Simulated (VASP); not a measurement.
Method: PBE GGA, VASP's PBE PAW potentials (set 64) (plane waves; VASP 6.6.1).

A VASP calculation is set up with these files.

POSCAR:
```
MoTe2
1
    1.7068689054    -2.9563821354    -0.0000000000
    1.7068689054     2.9563821354    -0.0000000000
   -0.0000000000     0.0000000000    13.1535767784
Te Mo
4 2
Direct
  0.3333330000   0.6666670000   0.8891291001
  0.6666670000   0.3333330000   0.3891291001
  0.6666670000   0.3333330000   0.1108708999
  0.3333330000   0.6666670000   0.6108708999
  0.3333330000   0.6666670000   0.2500000000
  0.6666670000   0.3333330000   0.7500000000
```

**INCAR**
```
LASPH = .TRUE.   # aspherical one-centre terms
EDIFFG = -0.02   # ionic stop
SIGMA = 0.05
EDIFF = 1E-6
LCHARG = .FALSE.
LREAL = .FALSE.   # projection in real space or not
GGA = PE
PREC = Accurate
IBRION = 2
LWAVE = .FALSE.
ISMEAR = 0   # Gaussian
NSW = 40   # most ionic steps
ISIF = 3
SYSTEM = MoTe2
ALGO = Normal   # blocked Davidson
PSTRESS = 100   # kbar
NELM = 100   # most electronic steps
ENCUT = 500
LMAXMIX = 4   # l cut-off of mixed one-centre charges
```

**KPOINTS**
```
Automatic mesh
0
Gamma
8 8 2
0 0 0
```

POTCAR, in this order: Te Mo_sv (PBE.64 set). Program: vasp_std.

Output

### OUTCAR
```
 ion  position               nearest neighbor table
   1  0.333  0.667  0.889-   6 2.69   6 2.69   6 2.69   3 3.52   3 3.52   3 3.52   4 3.66
   2  0.667  0.333  0.389-   5 2.69   5 2.69   5 2.69   4 3.52   4 3.52   4 3.52   3 3.66
   3  0.667  0.333  0.111-   5 2.69   5 2.69   5 2.69   1 3.52   1 3.52   1 3.52   2 3.66
   4  0.333  0.667  0.611-   6 2.69   6 2.69   6 2.69   2 3.52   2 3.52   2 3.52   1 3.66
   5  0.333  0.667  0.250-   2 2.69   3 2.69   2 2.69   3 2.69   2 2.69   3 2.69
   6  0.667  0.333  0.750-   1 2.69   4 2.69   1 2.69   4 2.69   1 2.69   4 2.69
  LATTYP: Found a hexagonal cell.
 ALAT       =     3.4137364853
 C/A-ratio  =     3.8531318499
 Subroutine PRICEL returns:
 Original cell was already a primitive cell.
 Subroutine GETGRP returns: Found 24 space group operations
The static configuration has the point symmetry D_3d.
 The point group associated with its full space group is D_6h.
The dynamic configuration has the point symmetry D_3d.
 Subroutine INISYM returns: Found 24 space group operations
 Subroutine IBZKPT returns following result:
 Found     20 irreducible k-points:

 Following reciprocal coordinates:
            Coordinates               Weight
  0.000000  0.000000  0.000000      1.000000
  0.125000 -0.000000  0.000000      6.000000
  0.250000 -0.000000  0.000000      6.000000
...
```

OSZICAR:
```
       N       E                     dE             d eps       ncg     rms          rms(c)
DAV:   1     0.407070380388E+03    0.40707E+03   -0.27105E+04  1424   0.148E+03
DAV:   2    -0.132439051866E+02   -0.42031E+03   -0.41248E+03  1528   0.353E+02
DAV:   3    -0.360139549591E+02   -0.22770E+02   -0.22356E+02  1548   0.689E+01
DAV:   4    -0.365701799690E+02   -0.55623E+00   -0.55395E+00  1532   0.109E+01
DAV:   5    -0.365858999061E+02   -0.15720E-01   -0.15712E-01  1569   0.183E+00    0.243E+01
DAV:   6    -0.357455107348E+02    0.84039E+00   -0.58097E+00  1512   0.128E+01    0.970E+00
DAV:   7    -0.357706167285E+02   -0.25106E-01   -0.62765E+00  1413   0.961E+00    0.590E+00
DAV:   8    -0.354009455387E+02    0.36967E+00   -0.17998E+00  1446   0.605E+00    0.355E+00
DAV:   9    -0.354110389832E+02   -0.10093E-01   -0.19133E-01  1636   0.195E+00    0.163E+00
DAV:  10    -0.354036822835E+02    0.73567E-02   -0.50222E-02  1498   0.116E+00    0.607E-01
DAV:  11    -0.354039600924E+02   -0.27781E-03   -0.21984E-03  1532   0.248E-01    0.410E-01
DAV:  12    -0.354039061156E+02    0.53977E-04   -0.51247E-04  1465   0.892E-02    0.267E-01
DAV:  13    -0.354038406006E+02    0.65515E-04   -0.19643E-04  1565   0.761E-02    0.127E-01
DAV:  14    -0.354038416263E+02   -0.10257E-05   -0.14175E-05  1364   0.159E-02    0.992E-02
DAV:  15    -0.354038386501E+02    0.29762E-05   -0.34022E-06  1277   0.973E-03    0.586E-02
DAV:  16    -0.354038357584E+02    0.28917E-05   -0.59395E-06  1250   0.111E-02    0.282E-02
DAV:  17    -0.354038351956E+02    0.56277E-06   -0.87415E-07   809   0.476E-03
   1 F= -.27118234E+02 E0= -.27118234E+02  d E =-.271182E+02
```

### OUTCAR
```
------------------------ aborting loop because EDIFF is reached ----------------------------------------
  FORCE on cell =-STRESS in cart. coord.  units (eV):
  Direction    XX          YY          ZZ          XY          YZ          ZX
  --------------------------------------------------------------------------------------
  Total        8.3244399      8.3244313      8.2949031      0.0000000      0.0000000     -0.0000000
  in kB      100.4687519    100.4686479    100.1122689      0.0000000      0.0000000     -0.0000000
  external PRESSURE =       0.3498895 kB  Pullay stress =     100.0000000 kB
  volume of cell :      132.75
      direct lattice vectors                 reciprocal lattice vectors
     1.706868905 -2.956382135  0.000000000     0.292934038 -0.169125633  0.000000000
     1.706868905  2.956382135  0.000000000     0.292934038  0.169125633  0.000000000
     0.000000000  0.000000000 13.153576778     0.000000000  0.000000000  0.076024949
 POSITION                                       TOTAL-FORCE (eV/Angst)
 -----------------------------------------------------------------------------------
      1.70687      0.98546     11.69523         0.000000      0.000000     -0.018061
      1.70687     -0.98546      5.11844         0.000000      0.000000     -0.018061
      1.70687     -0.98546      1.45835         0.000000      0.000000      0.018061
      1.70687      0.98546      8.03514         0.000000      0.000000      0.018061
      1.70687      0.98546      3.28839        -0.000000     -0.000000      0.000000
      1.70687     -0.98546      9.86518        -0.000000      0.000000      0.000000
 -----------------------------------------------------------------------------------
    total drift:                               -0.000000      0.001560     -0.000024
  FREE ENERGIE OF THE ION-ELECTRON SYSTEM (eV)
  ---------------------------------------------------
  free  energy   TOTEN  =       -35.4038351956 eV

  energy  without entropy=      -35.4038351843  energy(sigma->0) =      -35.40383519
  enthalpy is  TOTEN    =       -27.1182342369 eV   P V=        8.2856009587

 reached required accuracy - stopping structural energy minimisation
```
(Selected blocks of OUTCAR.)

### OUTCAR
```
 val. band max:       10.1369337834   @ k =   0.0000   0.0000   0.0000

 cond. band min:      10.4802572443   @ k =   0.2500   0.1250   0.0000


 Fermi energy:        10.2998912769

 k-point     1 :       0.0000    0.0000    0.0000
  band No.  band energies     occupation
      1     -50.9012      2.00000
      2     -50.9012      2.00000
      3     -25.1257      2.00000
      4     -25.1256      2.00000
      5     -24.9238      2.00000
      6     -24.9238      2.00000
      7     -24.9238      2.00000
      8     -24.9238      2.00000
      9      -3.8850      2.00000
     10      -3.1638      2.00000
     11      -3.1110      2.00000
     12      -2.0280      2.00000
     13       3.2176      2.00000
     14       5.3561      2.00000
     15       5.9683      2.00000
     16       8.0952      2.00000
     17       8.0952      2.00000
     18       8.1302      2.00000
     19       8.1302      2.00000
     20       8.4275      2.00000
     21       8.8901      2.00000
     22       8.8901      2.00000
     23       8.9707      2.00000
     24       8.9707      2.00000
     25      10.0154      2.00000
     26      10.1369      2.00000
     27      12.9116      0.00000
     28      12.9116      0.00000
     29      13.0564      0.00000
     30      13.0564      0.00000
     31      13.2295      0.00000

 k-point     2 :       0.1250   -0.0000    0.0000
  band No.  band energies     occupation
      1     -50.8990      2.00000
      2     -50.8990      2.00000
      3     -25.1198      2.00000
      4     -25.1197      2.00000
      5     -24.9505      2.00000
      6     -24.9505      2.00000
      7     -24.9300      2.00000
      8     -24.9300      2.00000
      9      -3.6366      2.00000
     10      -2.9659      2.00000
     11      -2.8683      2.00000
     12      -1.8711      2.00000
     13       3.4885      2.00000
     14       5.6059      2.00000
     15       5.8938      2.00000
     16       7.5544      2.00000
     17       7.6531      2.00000
...
```

Without a dispersion term in the relaxation, distances and binding between the weakly bound layers, chains or molecules are unreliable, and so is what depends on them. Unless said otherwise, spin-orbit coupling is left out, though it shifts the bands of the heavy elements here.

The compound is MoTe2 in the 2H layered structure. It was relaxed first under an external pressure of 10 GPa.
